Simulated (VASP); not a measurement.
# Be3Te2O (Cmc2_1) in VASP: notebook

One crystal, Be3Te2O, is run at these levels: PBE; tasks: relaxation of cell and atoms.

Everything below comes from runs of VASP 6.6.1. Logs are shortened: lines on timing, memory, paths and dates and some standing lists are left out, and cuts for length are marked.

## (1) Starting point

Symmetry: Cmc2_1, No. 36, orthorhombic system. The conventional cell has a = 10.836 Å, b = 6.274 Å, c = 6.558 Å, α = 90.00°, β = 90.00°, γ = 90.00°. Around Be (site symmetry 1) lie 1 O at 1.60 Å. Around Be (site symmetry m) lie 1 O at 1.52 Å. Te (site symmetry 1) has 4 Be at 2.41 to 2.62 Å as nearest neighbours. Around O (site symmetry m) lie 3 Be at 1.52 to 1.60 Å.

The cell was built by a generator and needn't be a form met in nature.

## (2) Relaxation of cell and atoms, PBE

Contents of INCAR:

```
SYSTEM = Be3Te2O
ALGO = Normal
EDIFF = 1E-6
EDIFFG = -0.01
ENCUT = 520
GGA = PE
IBRION = 2
ISIF = 3
ISMEAR = 0
KPAR = 8
LASPH = .True.
LCHARG = .False.
LREAL = .False.
LWAVE = .False.
NELM = 120
NSW = 90
PREC = Accurate
SIGMA = 0.03
```

Contents of KPOINTS:

```
k-points
0
Gamma
  6 6 4
  0 0 0
```

Contents of POSCAR:

```
Be3Te2O
1.0
    5.4180000000     -3.1370000000      0.0000000000
    5.4180000000      3.1370000000      0.0000000000
    0.0000000000      0.0000000000      6.5580000000
Be Te O
6 4 2
Direct
    0.4093613600      0.8566039400      0.6003354700
    0.1433960600      0.5906386400      0.6003354700
    0.9271597100      0.0728402900      0.5661787100
    0.8566039400      0.4093613600      0.1003354700
    0.5906386400      0.1433960600      0.1003354700
    0.0728402900      0.9271597100      0.0661787100
    0.5115379500      0.1669412000      0.4937480900
    0.1669412000      0.5115379500      0.9937480900
    0.8330588000      0.4884620500      0.4937480900
    0.4884620500      0.8330588000      0.9937480900
    0.1692700000      0.8307300000      0.5753278400
    0.8307300000      0.1692700000      0.0753278400
```

Potentials or basis: VASP PAW PBE potentials, release 64 (Be, Te, O).

Started as:

```console
cat potpaw_PBE.64/Be/POTCAR potpaw_PBE.64/Te/POTCAR potpaw_PBE.64/O/POTCAR > POTCAR
mpirun -np 8 vasp_std > vasp.out
```

OUTCAR:

```text
SYSTEM = Be3Te2O
   EDIFF = 1E-6
   EDIFFG = -0.01
   ENCUT = 520
   GGA = PE
   IBRION = 2
   ISIF = 3
   ISMEAR = 0
   LASPH = .True.
   LREAL = .False.
   NELM = 120
   NSW = 90
   PREC = Accurate

 ion  position               nearest neighbor table
   1  0.409  0.857  0.600-  11 1.60   7 2.43   9 2.60  10 2.62
   2  0.143  0.591  0.600-  11 1.60   9 2.43   7 2.60   8 2.62
   3  0.927  0.073  0.566-  11 1.52   9 2.41   7 2.41
   4  0.857  0.409  0.100-  12 1.60   8 2.43  10 2.60   9 2.62
   5  0.591  0.143  0.100-  12 1.60  10 2.43   8 2.60   7 2.62
   6  0.073  0.927  0.066-  12 1.52  10 2.41   8 2.41
   7  0.512  0.167  0.494-   3 2.41   1 2.43   2 2.60   5 2.62   9 3.48
   8  0.167  0.512  0.994-   6 2.41   4 2.43   5 2.60   2 2.62  10 3.48
   9  0.833  0.488  0.494-   3 2.41   2 2.43   1 2.60   4 2.62   7 3.48
  10  0.488  0.833  0.994-   6 2.41   5 2.43   4 2.60   1 2.62   8 3.48
  11  0.169  0.831  0.575-   3 1.52   2 1.60   1 1.60
  12  0.831  0.169  0.075-   6 1.52   5 1.60   4 1.60

  LATTYP: Found a base centered orthorhombic cell.
 ALAT       =     6.2740000000
 B/A-ratio  =     1.7271278291
 C/A-ratio  =     1.0452661779

  Lattice vectors:

 A1 = (  -5.4180000000,  -3.1370000000,   0.0000000000)
 A2 = (   5.4180000000,  -3.1370000000,   0.0000000000)
 A3 = (   0.0000000000,   0.0000000000,   6.5580000000)

Analysis of symmetry for initial positions (statically):
=====================================================================
 Subroutine PRICEL returns:
 Original cell was already a primitive cell.

 Routine SETGRP: Setting up the symmetry group for a
 base centered orthorhombic supercell.

 Subroutine GETGRP returns: Found  4 space group operations
 (whereof  2 operations were pure point group operations)
 out of a pool of  8 trial point group operations.

The static configuration has the point symmetry C_1h.
 The point group associated with its full space group is C_2v.

Analysis of symmetry for dynamics (positions and initial velocities):
=====================================================================
 Subroutine PRICEL returns:
 Original cell was already a primitive cell.

 Routine SETGRP: Setting up the symmetry group for a
 base centered orthorhombic supercell.

 Subroutine GETGRP returns: Found  4 space group operations
 (whereof  2 operations were pure point group operations)
 out of a pool of  8 trial point group operations.

The dynamic configuration has the point symmetry C_1h.
 The point group associated with its full space group is C_2v.

 Subroutine INISYM returns: Found  4 space group operations
 (whereof  2 operations are pure point group operations),
 and found     1 'primitive' translations

----------------------------------------------------------------------------------------

                                     Primitive cell

  volume of cell :     222.9230

  direct lattice vectors                    reciprocal lattice vectors
     5.418000000 -3.137000000  0.000000000     0.092284976 -0.159387950  0.000000000
     5.418000000  3.137000000  0.000000000     0.092284976  0.159387950  0.000000000
     0.000000000  0.000000000  6.558000000     0.000000000  0.000000000  0.152485514

  length of vectors
     6.260630400  6.260630400  6.558000000     0.184176642  0.184176642  0.152485514

  position of ions in fractional coordinates (direct lattice)
     0.409361360  0.856603940  0.600335470
     0.143396060  0.590638640  0.600335470
     0.927159710  0.072840290  0.566178710
     0.856603940  0.409361360  0.100335470
     0.590638640  0.143396060  0.100335470
     0.072840290  0.927159710  0.066178710
     0.511537950  0.166941200  0.493748090
     0.166941200  0.511537950  0.993748090
     0.833058800  0.488462050  0.493748090
     0.488462050  0.833058800  0.993748090
     0.169270000  0.830730000  0.575327840
     0.830730000  0.169270000  0.075327840

  ion indices of the primitive-cell ions
   primitive index   ion index
                 1           1
                 2           2
                 3           3
                 4           4
                 5           5
[... 26 lines left out ...]
  Shift w.r.t. Gamma in fractional coordinates (k-lattice)
     0.000000000  0.000000000  0.000000000

 Subroutine IBZKPT returns following result:
 ===========================================

 Found     39 irreducible k-points:

 Following reciprocal coordinates:
            Coordinates               Weight
  0.000000  0.000000  0.000000      1.000000
  0.166667 -0.000000  0.000000      4.000000
  0.333333  0.000000  0.000000      4.000000
  0.500000  0.000000  0.000000      2.000000
  0.166667  0.166667  0.000000      2.000000
  0.333333  0.166667  0.000000      4.000000
[... 16 lines left out ...]
  0.333333  0.333333  0.250000      4.000000
  0.500000  0.333333  0.250000      8.000000
 [... further k-points ...]
   k-points           NKPTS =     39   k-points in BZ     NKDIM =     39   number of bands    NBANDS=     31
   number of dos      NEDOS =    301   number of ions     NIONS =     12
   total plane-waves  NPLWV = 115200
   dimension x,y,z NGX =    48 NGY =   48 NGZ =   50
   dimension x,y,z NGXF=    96 NGYF=   96 NGZF=  100
   ions per type =               6   4   2
   NGX,Y,Z   is equivalent  to a cutoff of  12.75, 12.75, 12.68 a.u.
   NGXF,Y,Z  is equivalent  to a cutoff of  25.49, 25.49, 25.35 a.u.
 SYSTEM =  Be3Te2O
   PREC   = accura    normal or accurate (medium, high low for compatibility)
   ISTART =      0    job   : 0-new  1-cont  2-samecut
   ICHARG =      2    charge: 1-file 2-atom 10-const
   ISPIN  =      1    spin polarized calculation?
   LNONCOLLINEAR =      F non collinear calculations
   LSORBIT =      F    spin-orbit coupling
   LASPH  =      T    aspherical Exc in radial PAW
   ENCUT  =  520.0 eV  38.22 Ry    6.18 a.u.  11.64 11.64 12.19*2*pi/ulx,y,z
   NELM   =    120;   NELMIN=  2; NELMDL= -5     # of ELM steps
   EDIFF  = 0.1E-05   stopping-criterion for ELM
   LREAL  =      F    real-space projection
   EDIFFG = -.1E-01   stopping-criterion for IOM
   NSW    =     90    number of steps for IOM
   IBRION =      2    ionic relax: 0-MD 1-quasi-New 2-CG
   NFREE  =      1    steps in history (QN), initial steepest desc. (CG)
   ISIF   =      3    stress and relaxation
   ISYM   =      2    0-nonsym 1-usesym 2-fastsym
   POTIM  = 0.5000    time-step for ionic-motion
   TEBEG  =    0.0;   TEEND  =   0.0 temperature during run
   PSTRESS=    0.0 pullay stress
   NELECT =      48.0000    total number of electrons
   NUPDOWN=      -1.0000    fix difference up-down
   EMIN   =  10.00;   EMAX   =-10.00  energy-range for DOS
   EFERMI =   0.00;   METHOD = LEGACY
   ISMEAR =     0;   SIGMA  =   0.03  broadening in eV -4-tet -1-fermi 0-gaus
   EFERMI_NEDOS =   21; number of points for ismear=-14 and -15
   IALGO  =     38    algorithm
   IMIX   =      4    mixing-type and parameters
     AMIX     =   0.40;   BMIX     =  1.00
     AMIX_MAG =   1.60;   BMIX_MAG =  1.00
  volume/ion in A,a.u.               =      18.58       125.36
  Fermi-wavevector in a.u.,A,eV,Ry     =   0.981229  1.854253 13.099824  0.962810
  Thomas-Fermi vector in A             =   2.112219
   LORBIT       =      0    0 simple, 1 ext, 2 COOP (PROOUT), +10 PAW based schemes
   GGA     = PE    functional components
   LHFCALC =     F    Hartree Fock is set to
   AEXX    =    0.0000 exact exchange contribution
   IVDW    =     0    specifies the selected vdW correction
   LEPSILON=     F    determine dielectric tensor
   LRPA    =     F    only Hartree local field effects (RPA)
 conjugate gradient relaxation of ions
 non-spin polarized calculation
 Gauss-broadening in eV      SIGMA  =   0.03
  energy-cutoff  :      520.00
  volume of cell :      222.92
 maximum number of plane-waves:      6040
 NGX is ok and might be reduce to    48
   NGX = 23   NGY = 23   NGZ = 25

--------------------------------------- Ionic step        1  -------------------------------------------

 number of electron      47.9999997 magnetization

 Free energy of the ion-electron system (eV)
  ---------------------------------------------------
  ext. energy  EPLUGINS =         0.00000000
  ---------------------------------------------------
  free energy    TOTEN  =       -55.85890210 eV

  energy without entropy =      -55.85890210  energy(sigma->0) =      -55.85890210

------------------------ aborting loop because EDIFF is reached ----------------------------------------

  FORCE on cell =-STRESS in cart. coord.  units (eV):
  Direction    XX          YY          ZZ          XY          YZ          ZX
  --------------------------------------------------------------------------------------
  -------------------------------------------------------------------------------------
  Total       -0.8033022     -2.7457789      1.8647329      0.0000000      0.0000000      0.0000000
  in kB       -5.7734396    -19.7342769     13.4020824      0.0000000      0.0000000      0.0000000
  external PRESSURE =      -4.0352114 kB  Pullay stress =       0.0000000 kB
[... 119 lines left out ...]
  FREE ENERGIE OF THE ION-ELECTRON SYSTEM (eV)
  ---------------------------------------------------
  free  energy   TOTEN  =       -56.1585556149 eV

  energy  without entropy=      -56.1585556149  energy(sigma->0) =      -56.15855561

[... ionic steps 4 to 28 ...]

--------------------------------------- Ionic step       29  -------------------------------------------

 number of electron      48.0000001 magnetization

------------------------ aborting loop because EDIFF is reached ----------------------------------------
[... 87 lines left out ...]
--------------------------------------- Ionic step       31  -------------------------------------------

 number of electron      48.0000002 magnetization

 Free energy of the ion-electron system (eV)
  ---------------------------------------------------
  ext. energy  EPLUGINS =         0.00000000
  ---------------------------------------------------
  free energy    TOTEN  =       -56.31343605 eV

  energy without entropy =      -56.31343605  energy(sigma->0) =      -56.31343605

 E-fermi :   4.8346     XC(G=0):  -8.9930

 val. band max:        4.6369971376   @ k =  -0.3333   0.3333   0.0000
 cond. band min:       6.6517819020   @ k =  -0.3333   0.3333   0.2500
 fundamental gap:      2.0147847644
 Fermi energy:         4.8346007968

 k-point     1 :       0.0000    0.0000    0.0000
  band No.  band energies     occupation
      1     -15.2293      2.00000
      2     -15.1978      2.00000
      3      -7.3581      2.00000
      4      -6.4993      2.00000
      5      -5.4065      2.00000
      6      -5.3199      2.00000
[... 805 lines left out ...]
     30       8.7205      0.00000
     31       8.8597      0.00000

 [... further k-points ...]

------------------------ aborting loop because EDIFF is reached ----------------------------------------

  FORCE on cell =-STRESS in cart. coord.  units (eV):
  Direction    XX          YY          ZZ          XY          YZ          ZX
  --------------------------------------------------------------------------------------
  -------------------------------------------------------------------------------------
  Total       -0.0472824     -0.0514488      0.0223943      0.0000000      0.0000000      0.0000000
  in kB       -0.3376589     -0.3674123      0.1599245      0.0000000      0.0000000      0.0000000
  external PRESSURE =      -0.1817155 kB  Pullay stress =       0.0000000 kB
[... 27 lines left out ...]
  FREE ENERGIE OF THE ION-ELECTRON SYSTEM (eV)
  ---------------------------------------------------
  free  energy   TOTEN  =       -56.3134360455 eV

  energy  without entropy=      -56.3134360455  energy(sigma->0) =      -56.31343605

 reached required accuracy - stopping structural energy minimisation
```

Run time: 26 min. Hardware: 8 MPI ranks of Intel Xeon Platinum 8375C at 2.90GHz (Ice Lake), shared host; peak memory 0.56 GiB.

What came out:

- Free energy: -56.3134 eV
- Relaxed volume: 18.70 Å³/atom
- Relaxed cell: a = 6.202 Å, b = 6.202 Å, c = 6.773 Å, α = 90.00°, β = 90.00°, γ = 59.44°
- Space group after relaxing (to 0.05 Å): Cmc2_1 (No. 36)
- Energy gained by relaxing: 37.9 meV/atom
- Ionic steps: 31
- Pressure after relaxing: 0.0 GPa
- Largest force after relaxing: 0.008 eV/Å
- Band gap on the k mesh: 2.01 eV, indirect (least direct gap 2.17 eV)

Forces on the atoms (eV/Å):
```
Be   0.000 -0.002 -0.004
Be   0.000 -0.002 -0.004
Be   0.000 -0.005  0.006
Be   0.000  0.002 -0.004
Be   0.000  0.002 -0.004
Be   0.000  0.005  0.006
Te   0.004  0.005 -0.003
Te   0.004 -0.005 -0.003
Te  -0.004  0.005 -0.003
Te  -0.004 -0.005 -0.003
O    0.000 -0.002  0.007
O    0.000  0.002  0.007
```

Step by step:
| step | energy change (eV) | largest force (eV/Å) | pressure (GPa) | volume (Å³) |
| --- | --- | --- | --- | --- |
| 1 | 0.0000 | 0.8426 | -0.40 | 222.92 |
| 2 | -0.1905 | 0.6135 | 0.31 | 221.40 |
| 3 | -0.2997 | 0.8873 | 1.58 | 219.00 |
| 4 | -0.3787 | 0.2253 | 0.52 | 221.19 |
| 5 | -0.3807 | 0.3119 | 0.35 | 221.63 |
| 6 | -0.3954 | 0.2523 | 0.01 | 222.54 |
| 7 | -0.4057 | 0.2401 | -0.66 | 224.50 |
| 8 | -0.4165 | 0.1684 | -0.37 | 223.87 |
| 9 | -0.4221 | 0.1262 | 0.02 | 223.04 |
| 10 | -0.4288 | 0.0964 | 0.11 | 222.94 |
| 11 | -0.4341 | 0.1781 | 0.28 | 222.75 |
| 12 | -0.4381 | 0.1210 | 0.05 | 223.76 |
| 13 | -0.4385 | 0.1830 | -0.08 | 224.29 |
| 14 | -0.4410 | 0.0981 | -0.18 | 224.83 |
| 15 | -0.4421 | 0.0575 | -0.31 | 225.53 |
| 16 | -0.4442 | 0.0538 | -0.07 | 224.84 |
| 17 | -0.4446 | 0.0714 | 0.07 | 224.45 |
| 18 | -0.4461 | 0.0410 | 0.06 | 224.32 |
| 19 | -0.4468 | 0.0892 | 0.05 | 224.15 |
| 20 | -0.4479 | 0.0601 | -0.02 | 224.24 |
| 21 | -0.4481 | 0.1082 | -0.07 | 224.31 |
| 22 | -0.4488 | 0.0969 | -0.06 | 224.29 |
| 23 | -0.4504 | 0.0631 | -0.02 | 224.24 |
| 24 | -0.4522 | 0.0418 | 0.03 | 224.12 |
| 25 | -0.4524 | 0.0547 | 0.07 | 224.08 |
| 26 | -0.4532 | 0.0392 | 0.02 | 224.22 |
| 27 | -0.4537 | 0.0360 | -0.08 | 224.50 |
| 28 | -0.4542 | 0.0279 | 0.00 | 224.29 |
| 29 | -0.4542 | 0.0233 | 0.05 | 224.17 |
| 30 | -0.4545 | 0.0134 | 0.01 | 224.29 |
| 31 | -0.4545 | 0.0080 | -0.02 | 224.35 |

Final structure:
```
Be Te O
1.0
     5.38651   -3.07467    0.00000
     5.38651    3.07467    0.00000
     0.00000    0.00000    6.77324
Be Te O
6 4 2
Direct
  0.43267 0.82007 0.61631
  0.17993 0.56733 0.61631
  0.93459 0.06541 0.54561
  0.82007 0.43267 0.11631
  0.56733 0.17993 0.11631
  0.06541 0.93459 0.04561
  0.51368 0.15344 0.48903
  0.15344 0.51368 0.98903
  0.84656 0.48632 0.48903
  0.48632 0.84656 0.98903
  0.18010 0.81990 0.57339
  0.81990 0.18010 0.07339
```

Levels at points of the mesh, in eV from the valence-band top:
| k point | band 21 | band 22 | band 23 | band 24 | band 25 | band 26 | band 27 | band 28 |
| --- | --- | --- | --- | --- | --- | --- | --- | --- |
| (0.00, 0.00, 0.00) | -1.53 | -1.35 | -0.99 | -0.89 | 2.56 | 2.61 | 3.02 | 3.36 |
| (0.50, 0.00, 0.00) | -1.21 | -1.16 | -0.94 | -0.63 | 2.79 | 3.27 | 3.30 | 3.62 |
| (0.50, 0.50, 0.00) | -1.72 | -1.58 | -0.40 | -0.34 | 2.07 | 2.82 | 3.36 | 3.54 |
| (0.00, 0.00, 0.50) | -1.57 | -1.57 | -0.78 | -0.78 | 2.32 | 2.32 | 3.89 | 3.89 |
| (0.50, 0.00, 0.50) | -1.52 | -1.52 | -1.06 | -1.06 | 2.27 | 2.27 | 3.25 | 3.25 |
| (0.50, 0.50, 0.50) | -1.43 | -1.43 | -1.10 | -1.10 | 2.60 | 2.60 | 2.90 | 2.90 |

Caveat: spin-orbit coupling is left out, which moves the levels of the heavy elements. A hybrid or GW would open this gap; PBE tends to underestimate it.

(Part 1 of 2 ends here.)
